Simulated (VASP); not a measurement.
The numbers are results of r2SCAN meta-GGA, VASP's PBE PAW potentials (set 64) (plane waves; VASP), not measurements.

A VASP calculation is set up with these files.

### KPOINTS_OPT
```
k-points along high-symmetry lines
10
Line-mode
Reciprocal
  0.000000   0.000000   0.000000 ! GAMMA
 -0.500000  -0.500000   0.000000 ! X

 -0.500000  -0.500000   0.000000 ! X
 -0.375000  -0.375000   0.250000 ! U

 -0.375000  -0.000000   0.375000 ! K
  0.000000   0.000000   0.000000 ! GAMMA

  0.000000   0.000000   0.000000 ! GAMMA
 -0.000000  -0.000000   0.500000 ! L

 -0.000000  -0.000000   0.500000 ! L
 -0.500000  -0.250000   0.250000 ! W

 -0.500000  -0.250000   0.250000 ! W
 -0.500000  -0.500000   0.000000 ! X
```

**POSCAR**
```
NiP
1
   -0.0000000000     2.4957691242     2.4957691242
    2.4957691242    -0.0000000000     2.4957691242
    2.4957691242     2.4957691242    -0.0000000000
Ni P
1 1
Direct
  0.0000000000   0.0000000000   0.0000000000
  0.2500000000   0.2500000000   0.2500000000
```

INCAR:
```
ALGO = Normal
EDIFF = 1E-7
ENCUT = 400
ISIF = 2
ISMEAR = -5
LASPH = .TRUE.
LCHARG = .FALSE.
LMAXMIX = 4
LMIXTAU = .TRUE.
LORBIT = 11
LREAL = .FALSE.
LWAVE = .FALSE.
METAGGA = R2SCAN
NEDOS = 601
NELM = 100
PREC = Accurate
SYSTEM = NiP
```

File KPOINTS:
```
Automatic mesh
0
Gamma
14 14 14
0 0 0
```

POTCAR, in this order: Ni P (PBE.64 set). Program: vasp_std.

Problem. Predict the energy per atom (σ→0), band gap (over mesh and band path).

Solution. 
```json
{
  "energy per atom (σ→0)": "-1023.3 kJ/mol of atoms",
  "band gap (over mesh and band path)": "none (metal, semimetal or under 0.01 eV)"
}
```

### OSZICAR
```
...
DAV:  17    -0.212119508214E+02   -0.46547E-06   -0.41089E-07  2361   0.132E-02    0.112E-03
DAV:  18    -0.212119503286E+02    0.49276E-06   -0.13853E-07  1567   0.377E-03    0.645E-04
DAV:  19    -0.212119507406E+02   -0.41197E-06   -0.25550E-08  1282   0.307E-03    0.274E-04
DAV:  20    -0.212119505633E+02    0.17727E-06   -0.56337E-09  1267   0.114E-03    0.124E-04
DAV:  21    -0.212119506823E+02   -0.11897E-06   -0.18927E-09  1255   0.649E-04    0.781E-05
DAV:  22    -0.212119506675E+02    0.14779E-07   -0.42939E-10  1240   0.246E-04
   1 F= -.21211951E+02 E0= -.21211951E+02  d E =0.000000E+00
       N       E                     dE             ncg
```

The structure was generated: NiP was put into the zinc blende type (F-43m), which need not be its known phase. It was relaxed first, which changed the volume by -18 %. The run is not spin-polarised, so no magnetic state was tried. The electron count is odd and the run is not spin-polarised, which forces a metal.
